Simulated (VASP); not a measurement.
Sn3SO2: relaxation of cell and atoms with PBE

Sn3SO2:

```xyz
6
Lattice="6.3514 0.0000 0.0000 -3.1757 5.5004 0.0000 0.0000 0.0000 3.5157" Properties=species:S:1:pos:R:3 pbc="T T T"
Sn    3.1757    0.0000    1.7579
Sn   -1.5878    2.7502    1.7579
Sn    1.5878    2.7502    1.7579
S     0.0000    0.0000    0.0000
O     3.1757    1.8335    0.0000
O     0.0000    3.6670    0.0000
```

The cell was built by a generator and needn't be a form met in nature.

```yaml
Program: VASP 6.6.1
Task: relaxation of cell and atoms
Functional: PBE
Potentials_or_basis: VASP PAW PBE potentials, release 64 (Sn_d, S, O)
Cutoff: 600 eV
k_mesh: 5 × 5 × 8
Occupations: gaussian, width 0.05 eV
Spin: no spin polarisation
Further_INCAR_settings: ALGO = Normal; EDIFF = 1e-06; IBRION = 2; EDIFFG = -0.005; NSW = 40; ISIF = 3
```

The relaxed volume is 20.21 Å³/atom and the relaxed cell is a = 6.442 Å, b = 6.442 Å, c = 3.375 Å, α = 90.00°, β = 90.00°, γ = 120.00°. The space group after relaxing (to 0.05 Å) is P6/mmm (No. 191). The energy gained by relaxing is 10.7 meV/atom. The ionic steps are 9, the pressure after relaxing is 0.0 GPa and the band gap on the k mesh is none (metal or under the smearing width).

The path:
```
step  energy change (eV)  largest force (eV/Å)  pressure (GPa)  volume (Å³)
   1              0.0000                0.0000           -1.73       122.82
   2             -0.0462                0.0000            0.97       118.92
   3             -0.0464                0.0000            0.83       119.09
   4             -0.0589                0.0000            0.39       120.17
   5             -0.0630                0.0000           -0.32       122.03
   6             -0.0644                0.0000           -0.07       121.36
   7             -0.0644                0.0000           -0.09       121.42
   8             -0.0644                0.0000            0.04       121.24
   9             -0.0645                0.0000            0.00       121.29
```

Final structure:
```
Sn S O
1.0
     6.44181    0.00000    0.00000
    -3.22090    5.57877    0.00000
     0.00000    0.00000    3.37504
Sn S O
3 1 2
Direct
  0.50000 0.00000 0.50000
  0.00000 0.50000 0.50000
  0.50000 0.50000 0.50000
  0.00000 0.00000 0.00000
  0.66667 0.33333 0.00000
  0.33333 0.66667 0.00000
```

Levels at points of the mesh, in eV from the Fermi level:
```csv
k point,band 26,band 27,band 28,band 29,band 30,band 31,band 32,band 33,band 34,band 35
"(0.00, 0.00, 0.00)",-2.37,-2.37,-1.00,-0.39,-0.39,0.31,2.04,2.04,4.42,6.07
"(0.00, 0.00, 0.50)",-3.38,-2.98,-1.20,-1.20,-0.84,-0.84,-0.37,-0.19,3.18,3.18
```

Run time: 22 min on 1 thread of Intel(R) Xeon(R) Platinum 8175M CPU @ 2.50GHz (Skylake/Cascade Lake), with other jobs on the host, peak memory 0.35 GiB.
